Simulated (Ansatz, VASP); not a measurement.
SrAlPtC6N6: VASP beside Ansatz

```xyz
15
Lattice="0.0000 5.3473 5.3473 5.3473 0.0000 5.3473 5.3473 5.3473 0.0000" Properties=species:S:1:pos:R:3 pbc="T T T"
Sr    8.0210    8.0210    8.0210
Al    5.3473    5.3473    5.3473
Pt    0.0000    0.0000    0.0000
C     2.2108    5.3473    5.3473
C     5.3473    5.3473    2.2108
C     5.3473    8.4838    5.3473
C     8.4838    5.3473    5.3473
C     5.3473    5.3473    8.4838
C     5.3473    2.2108    5.3473
N     3.3829    5.3473    5.3473
N     5.3473    5.3473    3.3829
N     5.3473    7.3117    5.3473
N     7.3117    5.3473    5.3473
N     5.3473    5.3473    7.3117
N     5.3473    3.3829    5.3473
```

Alike in both runs: functional PBE; k mesh 4 × 4 × 4; occupations gaussian, width 0.1 eV; no spin polarisation.

Ansatz relaxed the structure, and its values are those at the end. VASP's run is a single point on that final structure, the one shown.

```csv
,VASP,Ansatz
version,VASP 6.6.1,Ansatz 0.2.0
potentials or method,"VASP PAW PBE potentials, release 64 (Sr_sv, Al, Pt, C, N)","scalar-relativistic, plane waves, PAW"
plane-wave cutoff (eV),520,420
valence electrons in the cell,77,85
```

VASP gave:

| Quantity | Value |
| --- | --- |
| gap on the k mesh at the Fermi level (eV) | none |
| pressure (GPa) | 0.5 |
| rms of the force components (eV/Å) | 0.207 |

Estimate Ansatz's values.

gap on the k mesh at the Fermi level (eV): none; pressure (GPa): 0.2; rms of the force components (eV/Å): 0.012.

A gap of «none» marks a metal or a gap that the smearing closes. One of these differences is far larger than is usual between the two programs; its cause wasn't traced. The functional is the same, so the differences come from potentials, cutoffs and numerics. The two sets of potentials don't hold the same shells in valence.

Caveats: the standard files for N, O and F lose accuracy on very short bonds. The runs have no spin-orbit coupling, so splittings on Pt are missing.
